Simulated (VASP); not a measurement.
Given:

```
CELL_PARAMETERS angstrom
      4.16849    -2.25886     0.01070
      4.16849     2.25886     0.01070
      2.93490     0.00000     3.72360
ATOMIC_POSITIONS crystal
  Bi 0.23411 0.23411 0.23411
  Bi 0.76589 0.76589 0.76589
```

The numbers are results of PBE GGA, VASP's PBE PAW potentials (set 64) (plane waves; VASP 6.6.1), not measurements. Settings: 480 eV cut-off, 10×10×10 Γ-centred mesh, first-order Methfessel-Paxton smearing of 0.10 eV, potentials Bi_d.

Question: Which forces act on the atoms, in eV/Å?

Answer: 
| atom | Fx | Fy | Fz |
|---|---|---|---|
| Bi1 | 0.196 | 0.000 | 0.065 |
| Bi2 | -0.196 | 0.000 | -0.065 |

Question: Give the stress tensor in GPa (positive for a compressed cell).

Answer: 
```
 2.14   0.00  -0.09
 0.00   2.41   0.00
-0.09   0.00   2.38
```
The pressure is its mean diagonal, 2.31 GPa.

The compound is Bi in the a7 structure. This cell was strained or had an atom moved on purpose.
